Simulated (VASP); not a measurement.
Set up this calculation in VASP 6.6.1, as the native input.

* Task: single point
* Functional: r2SCAN
* Dispersion: rVV10
* Potentials or basis: VASP PAW PBE potentials, release 64 (Si)
* Cutoff: 520 eV
* k mesh: 10 × 10 × 10
* Occupations: gaussian, width 0.02 eV
* Spin: no spin polarisation
* Dipole correction: no
* Further INCAR settings: ALGO = Normal; EDIFF = 1e-06; NBANDS = 11

Si:

```
Si
1.0
     0.00000    2.71765    2.71765
     2.71765    0.00000    2.71765
     2.71765    2.71765    0.00000
Si
2
Direct
  0.00000 0.00000 0.00000
  0.25000 0.25000 0.25000
```

The cell was built by a generator and needn't be a form met in nature.

These files were run (other wordings do the same):

POSCAR

```
Si
1.0
    0.0000000000      2.7176466806      2.7176466806
    2.7176466806      0.0000000000      2.7176466806
    2.7176466806      2.7176466806      0.0000000000
Si
2
Direct
    0.0000000000      0.0000000000      0.0000000000
    0.2500000000      0.2500000000      0.2500000000
```

INCAR.step1

```
SYSTEM = Si
PREC = Accurate ; ENCUT = 520
ISMEAR = 0 ; SIGMA = 0.02
LREAL = .FALSE. ; LASPH = .TRUE.
NELM = 100 ; NBANDS = 11
GGA = PE ; ALGO = Normal
EDIFF = 1E-4 ; LWAVE = .TRUE.
LCHARG = .FALSE.
```

INCAR.step2

```
SYSTEM = Si
PREC = Accurate ; ENCUT = 520
EDIFF = 1E-6 ; ISMEAR = 0
SIGMA = 0.02 ; LREAL = .FALSE.
LASPH = .TRUE. ; NELM = 100
ALGO = Normal ; ISIF = 2
LWAVE = .FALSE. ; LCHARG = .TRUE.
METAGGA = R2SCAN ; LMIXTAU = .TRUE.
LUSE_VDW = .TRUE. ; IVDW_NL = 2
BPARAM = 11.95 ; CPARAM = 0.0093
LELF = .TRUE. ; LVHAR = .TRUE.
NBANDS = 11 ; ISTART = 1
```

KPOINTS

```
regular mesh
0
G
  10 10 10
  0 0 0
```

Potentials or basis: VASP PAW PBE potentials, release 64 (Si).

Command:

```bash
$ cat potpaw_PBE.64/Si/POTCAR > POTCAR
$ cp INCAR.step1 INCAR
$ mpirun -np 1 vasp_std > vasp.out
$ cp INCAR.step2 INCAR
$ mpirun -np 1 vasp_std > vasp.out
```

It gave:

```json
{"Pressure": "-0.2 GPa", "Band gap on the k mesh": "0.75 eV, indirect (least direct gap 2.75 eV)"}
```

Caveat: the PAW data sets were made with another functional, which shifts forces and pressure a little.

It took 96 s on 1 thread of Intel(R) Xeon(R) Platinum 8375C CPU @ 2.90GHz (Ice Lake) (shared host), peak memory 0.28 GiB.
